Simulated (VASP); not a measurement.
Mg2CdS3: relaxation of cell and atoms with PBE

Crystal: Mg2CdS3.

```xyz
6
Lattice="1.9197 1.1084 9.6628 -1.9197 1.1084 9.6628 0.0000 -2.2167 9.6628" Properties=species:S:1:pos:R:3 pbc="T T T"
Mg    0.0000    0.0000   24.6212
Mg    0.0000    0.0000   17.9682
Cd    0.0000    0.0000    2.1952
S     0.0000    0.0000    6.5558
S     0.0000    0.0000   13.2626
S     0.0000    0.0000   28.7573
```

The cell was built by a generator and needn't be a form met in nature.

```
Program                : VASP 6.6.1
Task                   : relaxation of cell and atoms
Functional             : PBE
Potentials or basis    : VASP PAW PBE potentials, release 64 (Mg, Cd, S)
Cutoff                 : 520 eV
k mesh                 : 8 × 8 × 8
Occupations            : gaussian, width 0.03 eV
Spin                   : no spin polarisation
Further INCAR settings : ALGO = Normal; EDIFF = 1e-07; IBRION = 2; POTIM = 0.3; EDIFFG = -0.005; NSW = 60; ISIF = 3
```

```yaml
Relaxed_volume: 20.57 Å³/atom
Relaxed_cell: a = 9.916 Å, b = 9.916 Å, c = 9.916 Å, α = 22.33°, β = 22.33°, γ = 22.33°
Space_group_after_relaxing_to_0.05_Å: R3m (No. 160)
Energy_gained_by_relaxing: 0.0 meV/atom
Ionic_steps: 3
Pressure_after_relaxing: 0.0 GPa
Largest_force_after_relaxing: 0.004 eV/Å
Band_gap_on_the_k_mesh: 1.78 eV, direct
```

Forces on the atoms (eV/Å):
```
Mg   0.000  0.000  0.004
Mg   0.000  0.000 -0.004
Cd   0.000  0.000 -0.002
S    0.000  0.000  0.002
S    0.000  0.000  0.000
S    0.000  0.000  0.000
```

Final structure:
```
Mg Cd S
1.0
     1.91986    1.10843    9.66459
    -1.91986    1.10843    9.66459
     0.00000   -2.21687    9.66459
Mg Cd S
2 1 3
Direct
  0.84935 0.84935 0.84935
  0.61983 0.61983 0.61983
  0.07574 0.07574 0.07574
  0.22616 0.22616 0.22616
  0.45751 0.45751 0.45751
  0.99201 0.99201 0.99201
```

Levels at points of the mesh, in eV from the valence-band top:
```
           k point  band 14  band 15  band 16  band 17  band 18  band 19  band 20  band 21
(0.00, 0.00, 0.00)    -0.56    -0.27     0.00     0.00     1.78     4.03     5.08     6.02
(0.50, 0.00, 0.00)    -1.47    -1.36    -1.22    -0.41     2.21     3.96     4.12     5.06
(0.50, 0.50, 0.00)    -1.82    -1.12    -0.91    -0.57     2.45     3.52     4.12     5.53
(0.50, 0.50, 0.50)    -0.47    -0.47    -0.04    -0.04     2.63     3.97     4.71     5.86
```

Wall time 11 min on 4 MPI ranks on Intel(R) Xeon(R) Platinum 8488C (Sapphire Rapids), with other jobs on the host, peak memory 1.2 GiB a rank.

A k mesh can miss the band edges. Expect the measured gap to be larger: semilocal functionals such as PBE lack the derivative discontinuity.
